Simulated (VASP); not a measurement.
VASP runs on CaSe (rock salt) share one base input (PBE GGA, plane waves, VASP's PBE PAW potentials (set 64)) and change the settings named in each case.

INCAR:
```
SYSTEM = CaSe
PREC = Accurate; ENCUT = 400; LREAL = .FALSE.
LASPH = .TRUE.
EDIFF = 1E-6; NELM = 100; ALGO = Normal
LMAXMIX = 4
ISMEAR = 0; SIGMA = 0.05
GGA = PE
ISIF = 2
LWAVE = .FALSE.; LCHARG = .FALSE.
```

### POSCAR
```
CaSe
1
    0.0000000000     2.9600000000     2.9600000000
    2.9600000000     0.0000000000     2.9600000000
    2.9600000000     2.9600000000     0.0000000000
Ca Se
1 1
Direct
  0.0000000000   0.0000000000   0.0000000000
  0.5000000000   0.5000000000   0.5000000000
```

KPOINTS:
```
Automatic mesh
0
Gamma
7 7 7
0 0 0
```

POTCAR, in this order: Ca_sv Se (PBE.64 set). Program: vasp_std.

| change | E(σ→0) (eV/atom) | pressure (GPa) | irreducible k-points |
|---|---|---|---|
| base run | -4.7406 | 1.12 | 20 |
| KPOINTS 2×2×2 Γ-centred mesh | -4.3898 | 4.37 | 3 |
| KPOINTS 4×4×4 Γ-centred mesh | -4.7326 | 1.24 | 8 |
| KPOINTS 5×5×5 Γ-centred mesh | (withheld) | (withheld) | 10 |
| KPOINTS 8×8×8 Γ-centred mesh | -4.7407 | 1.12 | 29 |
| KPOINTS 9×9×9 Γ-centred mesh | -4.7407 | 1.11 | 35 |
| KPOINTS 13×13×13 Γ-centred mesh | -4.7407 | 1.12 | 84 |

**Question.** Complete the blanks.

**Answer.** 
- KPOINTS 5×5×5 Γ-centred mesh, E(σ→0) (eV/atom): -4.7389
- KPOINTS 5×5×5 Γ-centred mesh, pressure (GPa): 1.15

Left out are runs that ran out of time, are held back, or changed the cell or the kind of run, fixed moments of cells without a moment, rows past the twelfth, gaps on odd meshes, pressures of charged cells and columns that move by less than the noise.

The compound is CaSe in the rock salt structure. The cell was not relaxed at this level.
